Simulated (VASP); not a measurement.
Level of theory: PBE GGA, VASP's PBE PAW potentials (set 64) (plane waves; VASP).

A VASP calculation is set up with these files.

**INCAR**
```
# general
SYSTEM   =  Si2Ni
PREC     =  Accurate
ENCUT    =  300   # plane-wave cut-off (eV)
LREAL    =  .FALSE.   # projection in real space or not
LASPH    =  .TRUE.   # aspherical one-centre terms

# electronic loop
EDIFF    =  1E-6   # SCF stop (eV)
NELM     =  100   # most electronic steps
ALGO     =  Normal   # blocked Davidson
LMAXMIX  =  4   # l cut-off of mixed one-centre charges

# smearing
ISMEAR   =  0   # Gaussian
SIGMA    =  0.1   # width (eV)

# functional
GGA      =  PE   # PBE

# ions
ISIF     =  2

# output
LWAVE    =  .FALSE.
LCHARG   =  .FALSE.
```

POSCAR:
```
Si2Ni
1
    0.0000000000     2.6392920000     2.6392920000
    2.6392920000     0.0000000000     2.6392920000
    2.6392920000     2.6392920000     0.0000000000
Si Ni
2 1
Direct
  0.2500000000   0.2500000000   0.2500000000
  0.7500000000   0.7500000000   0.7500000000
  0.0000000000   0.0000000000   0.0000000000
```

### KPOINTS
```
kpoints
0
Gamma
 9 9 9
```

POTCAR, in this order: Si Ni (PBE.64 set). Program: vasp_std.

Output

OUTCAR:
```
 ion  position               nearest neighbor table
   1  0.250  0.250  0.250-   3 2.29   3 2.29   3 2.29   3 2.29   2 2.64   2 2.64   2 2.64   2 2.64
                             2 2.64   2 2.64
   2  0.750  0.750  0.750-   3 2.29   3 2.29   3 2.29   3 2.29   1 2.64   1 2.64   1 2.64   1 2.64
                             1 2.64   1 2.64
   3  0.000  0.000  0.000-   2 2.29   2 2.29   2 2.29   1 2.29   2 2.29   1 2.29   1 2.29   1 2.29
  LATTYP: Found a face centered cubic cell.
 ALAT       =     5.2785840000
 Subroutine PRICEL returns:
 Original cell was already a primitive cell.
 Subroutine GETGRP returns: Found 48 space group operations
The static configuration has the point symmetry O_h .
The dynamic configuration has the point symmetry O_h .
 Subroutine INISYM returns: Found 48 space group operations
 Subroutine IBZKPT returns following result:
 Found     35 irreducible k-points:

 Following reciprocal coordinates:
            Coordinates               Weight
  0.000000  0.000000  0.000000      1.000000
  0.111111  0.000000  0.000000      8.000000
  0.222222  0.000000  0.000000      8.000000
  0.333333  0.000000  0.000000      8.000000
  0.444444  0.000000  0.000000      8.000000
  0.111111  0.111111  0.000000      6.000000
...
```

### OSZICAR
```
       N       E                     dE             d eps       ncg     rms          rms(c)
DAV:   1     0.515610721819E+02    0.51561E+02   -0.57358E+03   942   0.917E+02
DAV:   2    -0.167026063922E+02   -0.68264E+02   -0.64774E+02   945   0.206E+02
DAV:   3    -0.192538709389E+02   -0.25513E+01   -0.24886E+01  1180   0.439E+01
DAV:   4    -0.192960818892E+02   -0.42211E-01   -0.42147E-01  1050   0.566E+00
DAV:   5    -0.192970616814E+02   -0.97979E-03   -0.97958E-03  1181   0.856E-01    0.171E+01
DAV:   6    -0.231285310672E+02   -0.38315E+01   -0.50170E+01   998   0.170E+02    0.229E+01
DAV:   7    -0.172466159190E+02    0.58819E+01   -0.15346E+01  1103   0.107E+02    0.389E+00
DAV:   8    -0.172533298963E+02   -0.67140E-02   -0.19603E+00  1351   0.218E+01    0.302E+00
DAV:   9    -0.171906275237E+02    0.62702E-01   -0.33871E-01  1109   0.129E+01    0.671E-01
DAV:  10    -0.171876825792E+02    0.29449E-02   -0.22039E-02  1174   0.354E+00    0.236E-01
DAV:  11    -0.171876948596E+02   -0.12280E-04   -0.15909E-03  1293   0.585E-01    0.616E-02
DAV:  12    -0.171877273845E+02   -0.32525E-04   -0.14213E-04  1407   0.210E-01    0.265E-02
DAV:  13    -0.171877232430E+02    0.41414E-05   -0.33234E-05  1192   0.129E-01    0.122E-02
DAV:  14    -0.171877236609E+02   -0.41785E-06   -0.29321E-06  1034   0.137E-02
   1 F= -.17187724E+02 E0= -.17184858E+02  d E =-.573042E-02
```

File OUTCAR:
```
------------------------ aborting loop because EDIFF is reached ----------------------------------------
  FORCE on cell =-STRESS in cart. coord.  units (eV):
  Direction    XX          YY          ZZ          XY          YZ          ZX
  --------------------------------------------------------------------------------------
  Total        3.7295085      3.7295085      3.7295085      0.0000000      0.0000000     -0.0000000
  in kB      162.5061753    162.5061753    162.5061753      0.0000000      0.0000000     -0.0000000
  external PRESSURE =     162.5061753 kB  Pullay stress =       0.0000000 kB
  volume of cell :       36.77
      direct lattice vectors                 reciprocal lattice vectors
     0.000000000  2.639292000  2.639292000    -0.189444745  0.189444745  0.189444745
     2.639292000  0.000000000  2.639292000     0.189444745 -0.189444745  0.189444745
     2.639292000  2.639292000  0.000000000     0.189444745  0.189444745 -0.189444745
 POSITION                                       TOTAL-FORCE (eV/Angst)
 -----------------------------------------------------------------------------------
      1.31965      1.31965      1.31965        -0.000000     -0.000000     -0.000000
      3.95894      3.95894      3.95894         0.000000      0.000000      0.000000
      0.00000      0.00000      0.00000         0.000000     -0.000000      0.000000
 -----------------------------------------------------------------------------------
    total drift:                               -0.000000      0.000000      0.000000
  FREE ENERGIE OF THE ION-ELECTRON SYSTEM (eV)
  ---------------------------------------------------
  free  energy   TOTEN  =       -17.1877236609 eV

  energy  without entropy=      -17.1819932419  energy(sigma->0) =      -17.18485845
```
(Selected blocks of OUTCAR.)

At this cut-off the stress carries a Pulay error, which pulls relaxed volumes low.

The structure comes from a computed database's Si2Ni entry (Fm-3m); how it stands against other phases isn't given here. The cell was not relaxed at this level, and its volume differs by -5.9 % from the start's. The run is not spin-polarised, so no magnetic state was tried.
